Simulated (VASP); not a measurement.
Level of theory: LDA (Ceperley-Alder, Perdew-Zunger), VASP's LDA PAW potentials (set 64) (plane waves; VASP). Each cell was relaxed at this level, without spin-orbit coupling.

Task: Which of these comes out without a gap?
A) Be2C, Fm-3m (225)
B) PbI2, P-3m1 (164)
C) BAs, F-43m (216)
D) Be, P6_3/mmc (194)

Result: D, Be, P6_3/mmc (194). The others have gaps of 1.20 eV (Be2C, Fm-3m (225)), 1.91 eV (PbI2, P-3m1 (164)), 1.10 eV (BAs, F-43m (216)).
